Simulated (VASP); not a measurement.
Wanted: the native input for a VASP 6.6.1 run.

```yaml
Task: band structure
Functional: HSE06
Potentials_or_basis: VASP PAW PBE potentials, release 64 (Ge_d)
Cutoff: 520 eV
k_mesh: 4 × 4 × 4
Occupations: gaussian, width 0.03 eV
Spin: spin-orbit coupling, no magnetisation
Grid_for_exact_exchange_PRECFOCK: Fast
Screening_parameter: 0.2 1/A
Further_INCAR_settings: ALGO = Normal; EDIFF = 1e-07; NBANDS = 42
```

Ge:

```xyz
2
Lattice="0.0000 2.8370 2.8370 2.8370 0.0000 2.8370 2.8370 2.8370 0.0000" Properties=species:S:1:pos:R:3 pbc="T T T"
Ge    0.0000    0.0000    0.0000
Ge    1.4185    1.4185    1.4185
```

One way to write it, as run:

POSCAR

```
Ge                                      
1.0
    0.0000000000      2.8370028241      2.8370028241
    2.8370028241      0.0000000000      2.8370028241
    2.8370028241      2.8370028241      0.0000000000
  Ge            
     2
Direct
     0.0000000000000000    0.0000000000000000    0.0000000000000000
     0.2500000000000000    0.2500000000000000    0.2500000000000000
```

INCAR.step1

```
SYSTEM = Ge
ALGO = Normal ; EDIFF = 1E-5
ENCUT = 520 ; GGA = PE
GGA_COMPAT = .FALSE. ; ISIF = 2
ISMEAR = 0 ; KPAR = 2
LASPH = .TRUE. ; LCHARG = .FALSE.
LORBIT = 11 ; LREAL = .FALSE.
LSORBIT = .TRUE. ; LWAVE = .TRUE.
MAGMOM = 0 0 0 0 0 0 ; NBANDS = 42
NELM = 80 ; PREC = Accurate
SIGMA = 0.03
```

INCAR.step2

```
SYSTEM = Ge
ALGO = Normal ; EDIFF = 1E-7
ENCUT = 520 ; GGA = PE
GGA_COMPAT = .FALSE. ; HFSCREEN = 0.2
ISIF = 2 ; ISMEAR = 0
ISTART = 1 ; KPAR = 2
LASPH = .TRUE. ; LCHARG = .FALSE.
LHFCALC = .TRUE. ; LORBIT = 11
LREAL = .FALSE. ; LSORBIT = .TRUE.
LWAVE = .FALSE. ; MAGMOM = 0 0 0 0 0 0
NBANDS = 42 ; NELM = 80
PREC = Accurate ; PRECFOCK = Fast
SIGMA = 0.03
```

KPOINTS

```
k-points
0
G
  4 4 4
  0 0 0
```

KPOINTS_OPT

```
explicit points
9
Reciprocal
 0.0000000000  0.0000000000  0.0000000000 1
 0.3750000000  0.3750000000  0.7500000000 1
 0.5000000000  0.5000000000  0.5000000000 1
 0.6250000000  0.2500000000  0.6250000000 1
 0.5000000000  0.2500000000  0.7500000000 1
 0.5000000000  0.0000000000  0.5000000000 1
 0.4000000000  0.0000000000  0.4000000000 1
 0.4250000000  0.0000000000  0.4250000000 1
 0.4500000000  0.0000000000  0.4500000000 1
```

Potentials or basis: VASP PAW PBE potentials, release 64 (Ge_d).

Launch:

```sh
$ cat potpaw_PBE.64/Ge_d/POTCAR > POTCAR
$ cp INCAR.step1 INCAR
$ mpirun -np 2 vasp_ncl > vasp.out
$ cp INCAR.step2 INCAR
$ mpirun -np 2 vasp_ncl > vasp.out
```

Results of the run:

- Pressure: 0.4 GPa
- Valence electrons inside the program's atomic spheres: Ge 12.43

Caveat: the k mesh is coarse (spacing up to 0.48 Å⁻¹), so the values aren't converged, least of all with exact exchange; the PAW data sets were made with another functional, which shifts forces and pressure a little.

It took 74 min on 2 MPI ranks on AMD EPYC 7R13 Processor (Zen 3) (shared host), peak memory 0.38 GiB a rank.
